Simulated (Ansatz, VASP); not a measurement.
# Cross-check of SiC between VASP and Ansatz, part 2 of 3

One calculation is typed for both programs; each brings its own data sets. How far apart do they land? The cell is taken from a series of runs on this material, whose earlier steps may have relaxed, scaled, displaced or heated it; both programs get it as it stands.

VASP 6.6.1 and Ansatz 0.2.0.

So far: The structure; VASP: zone-centre phonons, PBE.

## Step 2: VASP: zone-centre phonons, PBE (continued)

Level of this step: PBE; plane waves and PAW (C, Si) (VASP).

OUTCAR, selected parts (step 2):

```text
ion  position               nearest neighbor table
   1  0.667  0.333  0.750-   7 1.89   7 1.89   7 1.89   5 1.90
   2  0.333  0.667  0.250-   8 1.89   8 1.89   8 1.89   6 1.90
   3  1.000  1.000  0.500-   6 1.89   6 1.89   6 1.89   7 1.89
   4  1.000  1.000  0.000-   5 1.89   5 1.89   5 1.89   8 1.89
   5  0.667  0.333  0.938-   4 1.89   4 1.89   4 1.89   1 1.90   7 3.09   7 3.09   7 3.09   8 3.09
                             8 3.09   8 3.09
   6  0.333  0.667  0.438-   3 1.89   3 1.89   3 1.89   2 1.90   8 3.09   8 3.09   8 3.09   7 3.09
                             7 3.09   7 3.09
   7  1.000  1.000  0.688-   1 1.89   1 1.89   1 1.89   3 1.89   5 3.09   5 3.09   5 3.09   6 3.09
                             6 3.09   6 3.09
   8  1.000  1.000  0.188-   2 1.89   2 1.89   2 1.89   4 1.89   6 3.09   6 3.09   6 3.09   5 3.09
                             5 3.09   5 3.09

  LATTYP: Found a hexagonal cell.
 ALAT       =     3.0838250234
 C/A-ratio  =     3.2735117878

 Subroutine GETGRP returns: Found 12 space group operations
 (whereof  6 operations were pure point group operations)

The static configuration has the point symmetry C_3v.
 The point group associated with its full space group is C_6v.

 Found     36 irreducible k-points:

   k-points           NKPTS =     36   k-points in BZ     NKDIM =     36   number of bands    NBANDS=     24

   dimension x,y,z NGX =    28 NGY =   28 NGZ =   84
   dimension x,y,z NGXF=    56 NGYF=   56 NGZF=  168

   ENCUT  =  600.0 eV  44.10 Ry    6.64 a.u.   6.16  6.16 20.16*2*pi/ulx,y,z

   NELECT =      32.0000    total number of electrons

 k-points in reciprocal lattice and weights: Automatic mesh
   0.00000000  0.00000000  0.00000000       0.003
   0.11111111  0.00000000  0.00000000       0.019
   0.22222222  0.00000000  0.00000000       0.019
   0.33333333 -0.00000000  0.00000000       0.019
   0.44444444  0.00000000  0.00000000       0.019
   0.11111111  0.11111111  0.00000000       0.019
   0.22222222  0.11111111  0.00000000       0.037
   0.33333333  0.11111111  0.00000000       0.037
   0.44444444  0.11111111  0.00000000       0.019
[...]
0.33333333  0.22222222  0.50000000       0.037
   0.33333333  0.33333333  0.50000000       0.006

 average (electrostatic) potential at core
       1 -44.8181       2 -44.8181       3 -44.8793       4 -44.8793       5 -80.4615
       6 -80.4615       7 -80.4194       8 -80.4194

   1 f  =   27.120433 THz   170.402708 2PiTHz  904.640281 cm-1   112.161050 meV
             X         Y         Z           dx          dy          dz
      1.541913  0.890224  7.569267    -0.000000    0.000000    0.169024
     -0.000000  1.780447  2.521799    -0.000000   -0.000000   -0.169024
      1.541913  2.670671  5.051971    -0.000000   -0.000000    0.593119
      1.541913  2.670671  0.004503    -0.000000   -0.000000   -0.593119
      1.541913  0.890224  9.467416     0.000000    0.000000    0.185688
     -0.000000  1.780447  4.419948     0.000000    0.000000   -0.185688
      1.541913  2.670671  6.944375     0.000000   -0.000000   -0.291823
      1.541913  2.670671  1.896906     0.000000    0.000000    0.291823

   2 f  =   26.875036 THz   168.860833 2PiTHz  896.454713 cm-1   111.146169 meV
             X         Y         Z           dx          dy          dz
      1.541913  0.890224  7.569267    -0.000000    0.000000   -0.590680
     -0.000000  1.780447  2.521799     0.000000   -0.000000    0.590680
      1.541913  2.670671  5.051971    -0.000000   -0.000000    0.170673
      1.541913  2.670671  0.004503    -0.000000   -0.000000   -0.170673
      1.541913  0.890224  9.467416     0.000000    0.000000    0.292470
     -0.000000  1.780447  4.419948    -0.000000    0.000000   -0.292470
      1.541913  2.670671  6.944375     0.000000   -0.000000    0.190863
      1.541913  2.670671  1.896906    -0.000000    0.000000   -0.190863

   3 f  =   24.688002 THz   155.119291 2PiTHz  823.503100 cm-1   102.101326 meV
             X         Y         Z           dx          dy          dz
      1.541913  0.890224  7.569267     0.000000    0.000000   -0.477197
     -0.000000  1.780447  2.521799    -0.000000    0.000000   -0.477197
      1.541913  2.670671  5.051971     0.000000    0.000000    0.521320
      1.541913  2.670671  0.004503     0.000000    0.000000    0.521320
      1.541913  0.890224  9.467416    -0.000000   -0.000000   -0.021169
     -0.000000  1.780447  4.419948    -0.000000   -0.000000   -0.021169
      1.541913  2.670671  6.944375    -0.000000   -0.000000   -0.007746
      1.541913  2.670671  1.896906     0.000000   -0.000000   -0.007746

   4 f  =   23.556884 THz   148.012268 2PiTHz  785.773071 cm-1    97.423400 meV
             X         Y         Z           dx          dy          dz
      1.541913  0.890224  7.569267    -0.000000   -0.410543   -0.000000
     -0.000000  1.780447  2.521799    -0.000000   -0.410543   -0.000000
      1.541913  2.670671  5.051971    -0.000000   -0.426261    0.000000
      1.541913  2.670671  0.004503    -0.000000   -0.426261    0.000000
      1.541913  0.890224  9.467416     0.000000    0.277390    0.000000
     -0.000000  1.780447  4.419948     0.000000    0.277390    0.000000
      1.541913  2.670671  6.944375     0.000000    0.269834    0.000000
      1.541913  2.670671  1.896906     0.000000    0.269834    0.000000

   5 f  =   23.556884 THz   148.012268 2PiTHz  785.773071 cm-1    97.423400 meV
             X         Y         Z           dx          dy          dz
      1.541913  0.890224  7.569267     0.410543   -0.000000    0.000000
     -0.000000  1.780447  2.521799     0.410543   -0.000000    0.000000
      1.541913  2.670671  5.051971     0.426261   -0.000000    0.000000
      1.541913  2.670671  0.004503     0.426261   -0.000000   -0.000000
      1.541913  0.890224  9.467416    -0.277390    0.000000   -0.000000
     -0.000000  1.780447  4.419948    -0.277390    0.000000   -0.000000
      1.541913  2.670671  6.944375    -0.269834    0.000000   -0.000000
      1.541913  2.670671  1.896906    -0.269834    0.000000   -0.000000

   6 f  =   23.204000 THz   145.795032 2PiTHz  774.002128 cm-1    95.963990 meV
             X         Y         Z           dx          dy          dz
      1.541913  0.890224  7.569267    -0.000017    0.476465   -0.000000
     -0.000000  1.780447  2.521799     0.000017   -0.476465   -0.000000
      1.541913  2.670671  5.051971     0.000013   -0.370173   -0.000000
      1.541913  2.670671  0.004503    -0.000013    0.370173   -0.000000
      1.541913  0.890224  9.467416     0.000009   -0.260789    0.000000
     -0.000000  1.780447  4.419948    -0.000009    0.260789    0.000000
      1.541913  2.670671  6.944375     0.000009   -0.260657    0.000000
      1.541913  2.670671  1.896906    -0.000009    0.260657    0.000000

   7 f  =   23.204000 THz   145.795032 2PiTHz  774.002128 cm-1    95.963990 meV
             X         Y         Z           dx          dy          dz
      1.541913  0.890224  7.569267     0.476465    0.000017    0.000000
     -0.000000  1.780447  2.521799    -0.476465   -0.000017    0.000000
      1.541913  2.670671  5.051971    -0.370173   -0.000013    0.000000
      1.541913  2.670671  0.004503     0.370173    0.000013    0.000000
      1.541913  0.890224  9.467416    -0.260789   -0.000009   -0.000000
     -0.000000  1.780447  4.419948     0.260789    0.000009   -0.000000
      1.541913  2.670671  6.944375    -0.260657   -0.000009   -0.000000
      1.541913  2.670671  1.896906     0.260657    0.000009   -0.000000

   8 f  =   23.103146 THz   145.161349 2PiTHz  770.638005 cm-1    95.546892 meV
             X         Y         Z           dx          dy          dz
      1.541913  0.890224  7.569267     0.000000   -0.000000   -0.444301
     -0.000000  1.780447  2.521799    -0.000000    0.000000   -0.444301
      1.541913  2.670671  5.051971    -0.000000    0.000000   -0.391336
      1.541913  2.670671  0.004503     0.000000   -0.000000   -0.391336
      1.541913  0.890224  9.467416    -0.000000    0.000000    0.281237
     -0.000000  1.780447  4.419948     0.000000   -0.000000    0.281237
      1.541913  2.670671  6.944375    -0.000000    0.000000    0.265251
      1.541913  2.670671  1.896906     0.000000    0.000000    0.265251

   9 f  =   22.959393 THz   144.258122 2PiTHz  765.842924 cm-1    94.952378 meV
             X         Y         Z           dx          dy          dz
      1.541913  0.890224  7.569267     0.000006   -0.367031   -0.000000
     -0.000000  1.780447  2.521799    -0.000006    0.367031   -0.000000
      1.541913  2.670671  5.051971     0.000008   -0.474656   -0.000000
      1.541913  2.670671  0.004503    -0.000008    0.474656   -0.000000
      1.541913  0.890224  9.467416     0.000004   -0.262906    0.000000
     -0.000000  1.780447  4.419948    -0.000004    0.262906    0.000000
      1.541913  2.670671  6.944375    -0.000004    0.266214    0.000000
      1.541913  2.670671  1.896906     0.000004   -0.266214    0.000000

  10 f  =   22.959393 THz   144.258122 2PiTHz  765.842924 cm-1    94.952378 meV
             X         Y         Z           dx          dy          dz
      1.541913  0.890224  7.569267    -0.367031   -0.000006    0.000000
     -0.000000  1.780447  2.521799     0.367031    0.000006    0.000000
      1.541913  2.670671  5.051971    -0.474656   -0.000008    0.000000
      1.541913  2.670671  0.004503     0.474656    0.000008    0.000000
      1.541913  0.890224  9.467416    -0.262906   -0.000004   -0.000000
     -0.000000  1.780447  4.419948     0.262906    0.000004   -0.000000
      1.541913  2.670671  6.944375     0.266214    0.000004   -0.000000
      1.541913  2.670671  1.896906    -0.266214   -0.000004   -0.000000

  11 f  =   22.714856 THz   142.721652 2PiTHz  757.686055 cm-1    93.941056 meV
             X         Y         Z           dx          dy          dz
      1.541913  0.890224  7.569267     0.000002   -0.437600    0.000000
     -0.000000  1.780447  2.521799     0.000002   -0.437600    0.000000
      1.541913  2.670671  5.051971    -0.000002    0.423041    0.000000
      1.541913  2.670671  0.004503    -0.000002    0.423041    0.000000
    [... 145 further lines ...]
      1.541913  2.670671  6.944375     0.417672    0.024202   -0.000000
      1.541913  2.670671  1.896906     0.417672    0.024202   -0.000000

 MACROSCOPIC STATIC DIELECTRIC TENSOR IONIC CONTRIBUTION
 ------------------------------------------------------
           3.257230    -0.000000    -0.000000
          -0.000000     3.257230    -0.000000
          -0.000000    -0.000000     3.632250
 ------------------------------------------------------

 ELASTIC MODULI CONTR FROM IONIC RELAXATION (kBar)
 Direction    XX          YY          ZZ          XY          YZ          ZX
 --------------------------------------------------------------------------------
 XX        -453.0411    257.1229    191.1190      0.0000      0.0000      0.0000
 YY         257.1229   -453.0411    191.1190     -0.0000     -0.0000     -0.0000
 ZZ         191.1190    191.1190   -373.9666      0.0000     -0.0000     -0.0000
 XY           0.0000     -0.0000      0.0000   -355.0820     -0.0000      0.0000
 YZ           0.0000     -0.0000     -0.0000     -0.0000    -99.1854      0.0000
 ZX           0.0000     -0.0000     -0.0000      0.0000      0.0000   -105.8271
 --------------------------------------------------------------------------------

 PIEZOELECTRIC TENSOR IONIC CONTR  for field in x, y, z        (C/m^2)
          XX          YY          ZZ          XY          YZ          ZX
  --------------------------------------------------------------------------------
  x    -0.00000     0.00000     0.00000    -0.00000    -0.00000     0.55093
  y    -0.00000     0.00000     0.00000     0.00000     0.53308    -0.00000
  z     0.56015     0.56015    -1.09511     0.00000    -0.00000    -0.00000
```

(Continued in part 3 of 3.)

[Lines on the potential files, build, host, timing and source positions are cut from VASP's logs without a mark.]

[Logs are printed without paths, hosts, clocks, repeated set-up lines and the standing remarks that a program may print on its own settings, such as how far it seeks lower states.]

[Hosts, paths, dates, database ids (printed as entryN), source tags and the programs' standing remarks are cut or masked in the printed files.]
